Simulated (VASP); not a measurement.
Wanted: the native input for a VASP 6.6.1 run.

```
Task                   : electron localisation function
Functional             : RPBE
Dispersion             : D3(BJ)
Potentials or basis    : VASP PAW PBE potentials, release 64 (Y_sv, P, Pd)
Cutoff                 : 500 eV
k mesh                 : 7 × 7 × 7
Occupations            : gaussian, width 0.1 eV
Spin                   : no spin polarisation
Further INCAR settings : ALGO = Normal; EDIFF = 1e-06
```

The structure of YPPd3 lies in POSCAR:

```
YPPd3
1.0
    4.1504715800      0.0000000000      0.0000000000
    0.0000000000      4.1504715800      0.0000000000
    0.0000000000      0.0000000000      4.1504715800
Y P Pd
1 1 3
Direct
   -0.0003830000     -0.0068570000     -0.0199790000
    0.5035870000      0.4871610000      0.4965260000
    0.5070240000      0.5040610000     -0.0012270000
    0.5059070000     -0.0033550000      0.5337090000
    0.0041640000      0.4928690000      0.5066720000
```

The cell was built by a generator and needn't be a form met in nature.

The cell isn't the ideal one: atoms moved at random, drawn with an rms of 0.1 Å.

The input as run:

INCAR

```
SYSTEM = YPPd3
  PREC = Accurate
  ENCUT = 500
  EDIFF = 1E-6
  ISMEAR = 0
  SIGMA = 0.1
  LREAL = .FALSE.
  LASPH = .TRUE.
  NELM = 60
  ALGO = Normal
  ISIF = 2
  LWAVE = .FALSE.
  LCHARG = .TRUE.
  GGA = RP
  IVDW = 12
  LELF = .TRUE.
```

KPOINTS

```
Automatic mesh
0
G
  7 7 7
  0 0 0
```

Potentials or basis: VASP PAW PBE potentials, release 64 (Y_sv, P, Pd).

Command:

```console
$ cat potpaw_PBE.64/Y_sv/POTCAR potpaw_PBE.64/P/POTCAR potpaw_PBE.64/Pd/POTCAR > POTCAR
$ mpirun -np 1 vasp_std > vasp.out
```

It gave:

The pressure is 28.6 GPa and the largest force is 1.734 eV/Å. The band gap on the k mesh is none (metal or under the smearing width) and the dispersion energy per atom is -3.610 eV.

Caveat: the PAW data sets were made with another functional, which shifts forces and pressure a little; pairwise dispersion overbinds metals, which lowers pressure and volume.

It took 4.4 min on 1 thread of Intel(R) Xeon(R) Platinum 8259CL CPU @ 2.50GHz (Skylake/Cascade Lake), with other jobs on the host, peak memory 0.45 GiB.
